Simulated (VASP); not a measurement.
These are PBEsol GGA, VASP's PBE PAW potentials (set 64) (plane waves; VASP) values and carry that method's errors.

VASP ran on this input.

### INCAR
```
SYSTEM  =  MgSe
PREC  =  Accurate; ENCUT  =  480; LREAL  =  .FALSE.
LASPH  =  .TRUE.
EDIFF  =  1E-7; NELM  =  100; ALGO  =  Normal
LMAXMIX  =  4
ISMEAR  =  0; SIGMA  =  0.05
GGA  =  PS
IBRION  =  2; NSW  =  30; ISIF  =  2
EDIFFG  =  -0.01
LWAVE  =  .FALSE.; LCHARG  =  .FALSE.
```

**POSCAR**
```
MgSe
1.0
 -0.0136191123   2.7238224524   2.7238224524
  2.7238224524  -0.0136191123   2.7238224524
  2.7102033401   2.7102033401   0.0000000000
Mg Se
1 1
Cart
  0.0000000000   0.0000000000   0.0000000000
  2.7102033401   2.7102033401   2.7238224524
```

File KPOINTS:
```
Automatic mesh
0
Gamma
8 8 8
0 0 0
```

POTCAR, in this order: Mg Se (PBE.64 set). Program: vasp_std.

Question: Estimate the energy per atom (σ→0).

Answer: 
| Quantity | Value |
|---|---|
| energy per atom (σ→0) | -4.053 eV/atom |

### OSZICAR
```
...
DAV:   6    -0.815364003519E+01    0.25167E+00   -0.51628E-01  1632   0.332E+00    0.184E+00
DAV:   7    -0.810763956602E+01    0.46000E-01   -0.21109E-01  1968   0.223E+00    0.878E-01
DAV:   8    -0.810533969560E+01    0.22999E-02   -0.71793E-03  1768   0.590E-01    0.192E-01
DAV:   9    -0.810530578732E+01    0.33908E-04   -0.11333E-04  2048   0.782E-02    0.118E-01
DAV:  10    -0.810530312375E+01    0.26636E-05   -0.10114E-04  1864   0.511E-02    0.210E-02
DAV:  11    -0.810530152384E+01    0.15999E-05   -0.69293E-06  1800   0.145E-02    0.604E-03
DAV:  12    -0.810530156580E+01   -0.41966E-07   -0.34336E-07  1976   0.384E-03
   1 F= -.81053016E+01 E0= -.81053016E+01  d E =-.810530E+01
```

The compound is MgSe in the rock salt structure. This cell was strained or had an atom moved on purpose.
